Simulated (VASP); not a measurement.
VASP ran on this input.

### POSCAR
```
SnO
1
    3.8760000000     0.0000000000     0.0000000000
    0.0000000000     3.8760000000     0.0000000000
    0.0000000000     0.0000000000     4.9368000000
Sn O
2 2
Direct
  0.5000000000   0.0000000000   0.7620000000
  0.0000000000   0.5000000000   0.2380000000
  0.5000000000   0.5000000000   0.0000000000
  0.0000000000   0.0000000000   0.0000000000
```

**KPOINTS**
```
Automatic mesh
0
Gamma
5 5 4
0 0 0
```

INCAR:
```
SYSTEM = SnO
PREC = Accurate
ENCUT = 520
EDIFF = 1E-6
NELM = 100
ALGO = Normal
LREAL = .FALSE.
LASPH = .TRUE.
ISMEAR = 0
SIGMA = 0.05
GGA = PE
LMAXMIX = 4
LWAVE = .FALSE.
LCHARG = .FALSE.
ISIF = 2
```

POTCAR, in this order: Sn_d O (PBE.64 set). Program: vasp_gam.

Output of the run:

standard output:
```
 POSCAR found type information on POSCAR SnO
 POSCAR found :  2 types and       4 ions
 Reading from existing POTCAR
 Reading from existing POTCAR
 LDA part: xc-table for (Slater+PW92), standard interpolation

 -----------------------------------------------------------------------------
|                                                                             |
|     EEEEEEE  RRRRRR   RRRRRR   OOOOOOO  RRRRRR      ###     ###     ###     |
|     E        R     R  R     R  O     O  R     R     ###     ###     ###     |
|     E        R     R  R     R  O     O  R     R     ###     ###     ###     |
|     EEEEE    RRRRRR   RRRRRR   O     O  RRRRRR       #       #       #      |
|     E        R   R    R   R    O     O  R   R                               |
|     E        R    R   R    R   O     O  R    R      ###     ###     ###     |
|     EEEEEEE  R     R  R     R  OOOOOOO  R     R     ###     ###     ###     |
|                                                                             |
|     You are using the Gamma-point-only version with more than one           |
|     k-point or some other non-Gamma k-point.                                |
|                                                                             |
|       ---->  I REFUSE TO CONTINUE WITH THIS SICK JOB ... BYE!!! <----       |
|                                                                             |
 -----------------------------------------------------------------------------
```

Task: Read the log: what went wrong, and how is it fixed?

Result: The cause: the Γ-only program was given a k-mesh. VASP stops with an error: You are using the Gamma-point-only version with more than one k-point or some other non-Gamma k-point. ----> I REFUSE TO CONTINUE WITH THIS SICK JOB ... BYE!!! <---- To mend it, run vasp_std.

The mended run (PBE GGA, plane waves, VASP's PBE PAW potentials (set 64)) converges, and its OSZICAR ends with
```
   1 F= -.22715593E+02 E0= -.22715593E+02  d E =-.318255E-15
```

The compound is SnO in the litharge structure. The cell was not relaxed at this level.
